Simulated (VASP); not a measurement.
Calculation: SCAN meta-GGA, VASP's PBE PAW potentials (set 64) (plane waves; VASP).

A VASP calculation is set up with these files.

### KPOINTS
```
Automatic mesh
0
Gamma
14 14 14
0 0 0
```

File POSCAR:
```
Al
1
    0.0000000000     2.0248050000     2.0248050000
    2.0248050000     0.0000000000     2.0248050000
    2.0248050000     2.0248050000     0.0000000000
Al
1
Direct
  0.0000000000   0.0000000000   0.0000000000
```

**INCAR**
```
! general
SYSTEM  = Al
PREC    = Accurate
ENCUT   = 400
LREAL   = F
LASPH   = T

! electronic loop
EDIFF   = 1E-6
NELM    = 100
ALGO    = Normal
LMIXTAU = T

! smearing
ISMEAR  = 1
SIGMA   = 0.1

! functional
METAGGA = SCAN

! ions
IBRION  = 2
NSW     = 60
ISIF    = 3
EDIFFG  = -0.01

! output
LWAVE   = F
LCHARG  = F
```

POTCAR, in this order: Al (PBE.64 set). Program: vasp_std.

Output

OSZICAR:
```
       N       E                     dE             d eps       ncg     rms          rms(c)
DAV:   1    -0.660638778152E+01   -0.66064E+01   -0.71700E+02  1140   0.256E+02
DAV:   2    -0.795902608260E+01   -0.13526E+01   -0.12607E+01  1415   0.254E+01
DAV:   3    -0.797000253067E+01   -0.10976E-01   -0.10955E-01  1365   0.249E+00
DAV:   4    -0.797004472361E+01   -0.42193E-04   -0.42194E-04  1425   0.142E-01
DAV:   5    -0.797004494014E+01   -0.21654E-06   -0.21594E-06  1370   0.877E-03    0.300E+00
DAV:   6    -0.799875787971E+01   -0.28713E-01   -0.15221E-01  1340   0.281E+00    0.201E+00
DAV:   7    -0.805021562734E+01   -0.51458E-01   -0.10465E-01  1220   0.240E+00    0.907E-01
DAV:   8    -0.778269197702E+01    0.26752E+00   -0.17998E-01  1070   0.319E+00    0.253E-01
DAV:   9    -0.772724513765E+01    0.55447E-01   -0.25457E-01  1040   0.507E+00    0.315E-01
DAV:  10    -0.768617530328E+01    0.41070E-01   -0.12148E-01  1070   0.366E+00    0.248E-01
DAV:  11    -0.767052075173E+01    0.15655E-01   -0.92414E-03  1095   0.125E+00    0.803E-02
DAV:  12    -0.773109365863E+01   -0.60573E-01   -0.20708E-01  1080   0.388E+00    0.176E-01
DAV:  13    -0.772761862976E+01    0.34750E-02   -0.37015E-02  1055   0.147E+00    0.513E-02
DAV:  14    -0.773191656028E+01   -0.42979E-02   -0.20957E-02  1060   0.119E+00    0.120E-01
DAV:  15    -0.773202429961E+01   -0.10774E-03   -0.27288E-04  1405   0.170E-01    0.114E-01
DAV:  16    -0.773108632194E+01    0.93798E-03   -0.16248E-03  1060   0.352E-01    0.125E-01
DAV:  17    -0.773108491284E+01    0.14091E-05   -0.62207E-05  1320   0.853E-02    0.118E-01
DAV:  18    -0.773108572349E+01   -0.81065E-06   -0.49493E-05  1050   0.841E-02    0.117E-01
DAV:  19    -0.773160510130E+01   -0.51938E-03   -0.71906E-04  1040   0.294E-01    0.954E-02
DAV:  20    -0.773197917451E+01   -0.37407E-03   -0.28252E-04  1170   0.126E-01    0.687E-02
DAV:  21    -0.773169356879E+01    0.28561E-03   -0.10195E-03  1040   0.425E-01    0.366E-02
DAV:  22    -0.773164914393E+01    0.44425E-04   -0.19302E-04  1240   0.163E-01    0.126E-02
DAV:  23    -0.773166019463E+01   -0.11051E-04   -0.20068E-05  1085   0.536E-02    0.162E-02
DAV:  24    -0.773165793489E+01    0.22597E-05   -0.10987E-05  1050   0.297E-02    0.168E-02
DAV:  25    -0.773167748571E+01   -0.19551E-04   -0.34573E-05  1055   0.433E-02    0.103E-02
DAV:  26    -0.773166957411E+01    0.79116E-05   -0.43328E-06  1070   0.160E-02    0.815E-03
DAV:  27    -0.773167156274E+01   -0.19886E-05   -0.75099E-07  1015   0.130E-02    0.817E-03
DAV:  28    -0.773167317314E+01   -0.16104E-05   -0.87120E-07  1020   0.107E-02    0.792E-03
DAV:  29    -0.773167322043E+01   -0.47282E-07   -0.75493E-09   525   0.855E-04
   1 F= -.77316732E+01 E0= -.77318066E+01  d E =-.773167E+01
       N       E                     dE             d eps       ncg     rms          rms(c)
DAV:   1    -0.773930634658E+01   -0.76332E-02   -0.13023E-01  1330   0.241E+00    0.397E-01
DAV:   2    -0.774245106045E+01   -0.31447E-02   -0.88415E-02  1065   0.252E+00    0.166E-01
DAV:   3    -0.773660566031E+01    0.58454E-02   -0.28245E-02  1040   0.161E+00    0.701E-02
DAV:   4    -0.773728095856E+01   -0.67530E-03   -0.57954E-03  1040   0.777E-01    0.425E-02
DAV:   5    -0.773790128187E+01   -0.62032E-03   -0.13787E-02  1040   0.108E+00    0.749E-02
DAV:   6    -0.773677710908E+01    0.11242E-02   -0.25361E-03  1040   0.544E-01    0.349E-02
DAV:   7    -0.773667922684E+01    0.97882E-04   -0.54454E-04  1050   0.336E-01    0.250E-02
DAV:   8    -0.773662220614E+01    0.57021E-04   -0.88430E-05  1045   0.134E-01    0.307E-02
DAV:   9    -0.773662921371E+01   -0.70076E-05   -0.82664E-06  1185   0.426E-02    0.236E-02
DAV:  10    -0.773661277928E+01    0.16434E-04   -0.53346E-05  1040   0.869E-02    0.185E-03
DAV:  11    -0.773661147202E+01    0.13073E-05   -0.94721E-06  1095   0.498E-02    0.897E-04
DAV:  12    -0.773661066497E+01    0.80705E-06   -0.44160E-07   675   0.930E-03
   2 F= -.77366107E+01 E0= -.77365101E+01  d E =-.493744E-02
       N       E                     dE             d eps       ncg     rms          rms(c)
DAV:   1    -0.773668296321E+01   -0.71491E-04   -0.81918E-04  1325   0.196E-01    0.313E-02
DAV:   2    -0.773669729384E+01   -0.14331E-04   -0.76463E-04  1055   0.239E-01    0.151E-02
DAV:   3    -0.773664501869E+01    0.52275E-04   -0.23624E-04  1040   0.140E-01    0.555E-03
DAV:   4    -0.773664668359E+01   -0.16649E-05   -0.26508E-05  1040   0.545E-02    0.334E-03
DAV:   5    -0.773665789015E+01   -0.11207E-04   -0.10983E-04  1040   0.106E-01    0.651E-03
DAV:   6    -0.773664462855E+01    0.13262E-04   -0.52709E-05  1040   0.903E-02    0.230E-03
DAV:   7    -0.773664336907E+01    0.12595E-05   -0.51516E-06  1050   0.330E-02    0.235E-03
DAV:   8    -0.773664351245E+01   -0.14339E-06   -0.26881E-07   600   0.650E-03
   3 F= -.77366435E+01 E0= -.77365579E+01  d E =-.497029E-02
```

**OUTCAR**
```
------------------------ aborting loop because EDIFF is reached ----------------------------------------
  FORCE on cell =-STRESS in cart. coord.  units (eV):
  Direction    XX          YY          ZZ          XY          YZ          ZX
  --------------------------------------------------------------------------------------
  Total       -0.0003078     -0.0003078     -0.0003078     -0.0000000      0.0000000     -0.0000000
  in kB       -0.0308061     -0.0308061     -0.0308061     -0.0000000      0.0000000     -0.0000000
  external PRESSURE =      -0.0308061 kB  Pullay stress =       0.0000000 kB
  volume of cell :       16.01
      direct lattice vectors                 reciprocal lattice vectors
    -0.000000000  2.000246945  2.000246945    -0.249969136  0.249969136  0.249969136
     2.000246945 -0.000000000  2.000246945     0.249969136 -0.249969136  0.249969136
     2.000246945  2.000246945 -0.000000000     0.249969136  0.249969136 -0.249969136
 POSITION                                       TOTAL-FORCE (eV/Angst)
 -----------------------------------------------------------------------------------
      0.00000      0.00000      0.00000        -0.000000     -0.000000     -0.000000
 -----------------------------------------------------------------------------------
    total drift:                               -0.000000      0.000000      0.000000
  FREE ENERGIE OF THE ION-ELECTRON SYSTEM (eV)
  ---------------------------------------------------
  free  energy   TOTEN  =        -7.7366435125 eV

  energy  without entropy=       -7.7363866618  energy(sigma->0) =       -7.73655790

 reached required accuracy - stopping structural energy minimisation
```
(Selected blocks of OUTCAR.)

CONTCAR:
```
Al
   1.00000000000000
    -0.0000000000000000    2.0002469446674307    2.0002469446674307
     2.0002469446674307   -0.0000000000000000    2.0002469446674307
     2.0002469446674307    2.0002469446674307   -0.0000000000000000
  Al
     1
Direct
     0.0000000000000000    0.0000000000000000    0.0000000000000000
```

Energy and stress use the plane-wave basis of the starting cell.

The structure comes from a measured Al entry (Fm-3m) of the Crystallography Open Database, whose conditions weren't checked. This run relaxes it. Symmetry was kept, so distortions that lower it aren't found.
